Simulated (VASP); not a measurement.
Here is a VASP 6.6.1 calculation.

The input INCAR:

```
PREC = Accurate
ENCUT = 520
EDIFF = 1E-6
ISMEAR = 0
SIGMA = 0.15
LREAL = F
LASPH = T
NELM = 100
ALGO = Fast
ISIF = 2
LWAVE = F
LCHARG = F
GGA = CA
NBANDS = 12
```

The input KPOINTS:

```
regular mesh
0
Gamma
  15 15 15
```

File POSCAR:

```
SbAs
1.0
    2.0327141219      1.1735880455      3.7165943000
   -2.0327141219      1.1735880455      3.7165943000
    0.0000000000     -2.3471760909      3.7165943000
Sb As
1 1
Direct
    0.2290984100      0.2290984100      0.2290984100
    0.7708995900      0.7708995900      0.7708995900
```

Potentials or basis: VASP PAW LDA potentials, release 64 (Sb, As).

The run is started by

```console
$ cat potpaw_LDA.64/Sb/POTCAR potpaw_LDA.64/As/POTCAR > POTCAR
$ mpirun -np 1 vasp_std > vasp.out
```

Predict the largest force.

0.072 eV/Å.

What does it give for the band gap on the k mesh?

None (metal or under the smearing width).

Estimate the pressure.

-2.7 GPa.

Stress tensor (GPa, compression positive):
```
-2.54  0.00  0.00
 0.00 -2.54  0.00
 0.00  0.00 -3.10
```

The run has no spin-orbit coupling, so splittings on Sb are missing.
